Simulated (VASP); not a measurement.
Consider the following.

```
CELL_PARAMETERS angstrom
      0.00000     2.69880     2.69880
      2.69880     0.00000     2.69880
      2.69880     2.69880     0.00000
ATOMIC_POSITIONS crystal
  Ce 0.00000 0.00000 0.00000
  O  0.25000 0.25000 0.25000
  O  0.75000 0.75000 0.75000
```

Level of theory: PBEsol GGA, VASP's PBE PAW potentials (set 64) (plane waves; VASP). Settings: PREC = Normal, EDIFF = 1E-5, 450 eV cut-off, 10×10×10 Γ-centred mesh, Gaussian smearing of 0.050 eV, potentials Ce O.

Question: Estimate the energy per atom (σ→0), band gap (on the k-mesh) with the smallest direct gap where there is one.

Answer: 
```yaml
band gap (on the k-mesh): none (metal, semimetal or under 0.01 eV)
energy per atom (σ→0): -9.126 eV/atom
```

Total energies compare only between runs with the same potentials, cut-off and functional.

The compound is CeO2 in the fluorite structure. It was relaxed first. The run is not spin-polarised, so no magnetic state was tried.
